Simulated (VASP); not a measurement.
The system is Ba7Nb4MoO20.

```
Ba Nb Mo O
1.0
     5.97359    0.00000    0.00000
    -2.98680    5.17328    0.00000
     0.00000    0.00000   16.83119
Ba Nb Mo O
7 4 1 20
Cartesian
  0.0000 3.4489 13.8573
  2.9868 1.7244 2.9897
  0.0000 0.0000 16.7007
  0.0000 3.4489 9.6595
  2.9868 1.7244 7.1792
  0.0000 0.0000 4.8507
  0.0000 0.0000 12.1372
  2.9868 1.7244 15.2382
  0.0000 3.4489 5.8878
  2.9868 1.7244 10.9542
  0.0000 0.0000 8.4394
  0.0000 3.4489 1.6158
  1.4749 4.3004 2.1957
  -1.4749 4.3004 2.1957
  0.0000 1.7458 2.1957
  1.4567 0.8410 14.6210
  4.5169 0.8410 14.6210
  2.9868 3.4913 14.6210
  1.4405 2.6172 4.9624
  0.0000 5.1122 4.9624
  -1.4405 2.6172 4.9624
  1.5397 2.5599 11.8421
  2.9868 0.0534 11.8421
  4.4339 2.5599 11.8421
  1.5297 4.3320 7.2462
  -1.5297 4.3320 7.2462
  0.0000 1.6825 7.2462
  1.4591 0.8424 9.5554
  4.5145 0.8424 9.5554
  2.9868 3.4885 9.5554
  0.0000 3.4489 16.6517
  2.9868 1.7244 0.2852
```

Measurements of this composition are mostly on another form, of space group No. 164.

* Program: VASP 6.6.1
* Task: relaxation of cell and atoms
* Functional: PBEsol
* Potentials or basis: VASP PAW PBE potentials, release 64 (Ba_sv, Nb_sv, Mo_sv, O)
* Cutoff: 600 eV
* k mesh: 6 × 6 × 2
* Occupations: gaussian, width 0.03 eV
* Spin: no spin polarisation

At the start: pressure -7.2 GPa; volume 16.25 Å³/atom.

Q: Where does the relaxation end?

A: Over 25 steps the energy falls by 21.1 meV/atom and the volume is 15.30 Å³/atom (-5.9 %); space group P3m1 (No. 156, to 0.05 Å).

Step by step:
| step | energy change (eV) | largest force (eV/Å) | pressure (GPa) | volume (Å³) |
| --- | --- | --- | --- | --- |
| 1 | 0.0000 | 0.9463 | -7.17 | 520.14 |
| 2 | 1.5481 | 4.6753 | 14.20 | 467.25 |
| 3 | -0.5532 | 0.6998 | -1.10 | 501.02 |
| 4 | -0.5535 | 0.7304 | -0.96 | 500.64 |
| 5 | -0.6495 | 0.4589 | 0.00 | 491.16 |
| 6 | -0.6506 | 0.3476 | -0.10 | 492.03 |
| 7 | -0.6598 | 0.4731 | 0.09 | 490.04 |
| 8 | -0.6615 | 0.2588 | 0.03 | 490.61 |
| 9 | -0.6680 | 0.2204 | -0.01 | 490.06 |
| 10 | -0.6681 | 0.2695 | -0.01 | 489.99 |
| 11 | -0.6701 | 0.2157 | 0.04 | 489.52 |
| 12 | -0.6709 | 0.1072 | 0.02 | 489.68 |
| 13 | -0.6719 | 0.1183 | 0.02 | 489.70 |
| 14 | -0.6719 | 0.1425 | 0.02 | 489.70 |
| 15 | -0.6726 | 0.1093 | 0.01 | 489.73 |
| 16 | -0.6733 | 0.0667 | -0.01 | 489.78 |
| 17 | -0.6734 | 0.0915 | -0.02 | 489.81 |
| 18 | -0.6740 | 0.0436 | -0.01 | 489.80 |
| 19 | -0.6741 | 0.0230 | -0.01 | 489.79 |
| 20 | -0.6741 | 0.0226 | -0.01 | 489.79 |
| 21 | -0.6742 | 0.0209 | 0.00 | 489.76 |
| 22 | -0.6744 | 0.0431 | 0.02 | 489.68 |
| 23 | -0.6744 | 0.0167 | 0.01 | 489.69 |
| 24 | -0.6744 | 0.0246 | 0.00 | 489.69 |
| 25 | -0.6745 | 0.0094 | 0.00 | 489.70 |

Final structure:
```
Ba Nb Mo O
1.0
     5.84840    0.00000    0.00000
    -2.92420    5.06486    0.00000
     0.00000    0.00000   16.53198
Ba Nb Mo O
7 4 1 20
Direct
  0.33333 0.66667 0.82361
  0.66667 0.33333 0.17702
  0.00000 0.00000 0.99338
  0.33333 0.66667 0.57374
  0.66667 0.33333 0.42675
  0.00000 0.00000 0.28847
  0.00000 0.00000 0.72483
  0.66667 0.33333 0.90372
  0.33333 0.66667 0.35011
  0.66667 0.33333 0.65066
  0.00000 0.00000 0.50198
  0.33333 0.66667 0.09624
  0.66452 0.83226 0.13083
  0.16774 0.83226 0.13083
  0.16774 0.33548 0.13083
  0.32340 0.16170 0.86736
  0.83830 0.16170 0.86736
  0.83830 0.67660 0.86736
  0.49465 0.50535 0.29473
  0.49465 0.98929 0.29473
  0.01071 0.50535 0.29473
  0.50463 0.49537 0.70381
  0.50463 0.00925 0.70381
  0.99075 0.49537 0.70381
  0.67416 0.83708 0.43056
  0.16292 0.83708 0.43056
  0.16292 0.32584 0.43056
  0.32750 0.16375 0.56754
  0.83625 0.16375 0.56754
  0.83625 0.67250 0.56754
  0.33333 0.66667 0.98915
  0.66667 0.33333 0.01585
```

Caveat: the PAW data sets were made with another functional, which shifts forces and pressure a little.
